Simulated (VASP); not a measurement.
Consider the following.

```
CELL_PARAMETERS angstrom
      4.05666     0.00000     0.00000
      0.00000     4.05666     0.00000
      0.00000     0.00000     5.45208
ATOMIC_POSITIONS crystal
  Pb 0.50000 0.00000 0.78147
  Pb 0.00000 0.50000 0.21853
  O  0.50000 0.50000 0.00000
  O  0.00000 0.00000 0.00000
```

All values below come from PBE GGA, VASP's PBE PAW potentials (set 64) (plane waves; VASP 6.6.1). Run with 600 eV cut-off, 6×6×4 Γ-centred mesh, Gaussian smearing of 0.050 eV, potentials Pb_d O.

Energy and stress use the plane-wave basis of the starting cell. Without a dispersion term in the relaxation, distances and binding between the weakly bound layers, chains or molecules are unreliable, and so is what depends on them.

### Question
The ions, cell shape and volume at an external pressure of 5.0 GPa are relaxed. Which structure does the run end with?

### Answer

```
CELL_PARAMETERS angstrom
      4.01159     0.00000     0.00000
      0.00000     4.01159     0.00000
      0.00000     0.00000     4.60531
ATOMIC_POSITIONS crystal
  Pb 0.50000 0.00000 0.74372
  Pb 0.00000 0.50000 0.25628
  O  0.50000 0.50000 0.00000
  O  0.00000 0.00000 0.00000
```
Space group P4/nmm (129), at a tolerance of 0.03 Å.

### Question
How do energy and volume change from the first to the last step?

### Answer
The energy (σ→0) changes by +46.3 meV/atom and the volume by -17.4 %, in 17 ionic steps.

```
step  E(σ→0) (eV)  max force (eV/Å)  pressure (GPa)  volume (Å³)
----  -----------  ----------------  --------------  -----------
1        -21.5199             0.014            0.05        89.72
2        -21.2997             1.524            8.80        81.02
3        -21.4391             0.878            4.96        84.28
4        -21.4326             0.618            5.02        82.12
5        -21.2900             0.239            5.91        75.85
6        -21.3499             0.029            5.59        77.55
7        -21.3898             0.166            4.12        77.50
8        -21.4050             0.345            2.77        77.37
9        -21.3819             0.066            4.17        75.91
10       -21.3537             0.138            5.27        74.83
11       -21.3506             0.157            5.38        74.73
12       -21.3477             0.120            5.22        74.58
13       -21.3404             0.056            4.94        74.31
14       -21.3392             0.030            4.91        74.26
15       -21.3371             0.009            4.90        74.19
16       -21.3329             0.011            5.08        74.05
17       -21.3348             0.002            5.00        74.11
```

The compound is PbO in the litharge structure. This run relaxes it under an external pressure of 5 GPa. Symmetry was kept, so distortions that lower it aren't found.
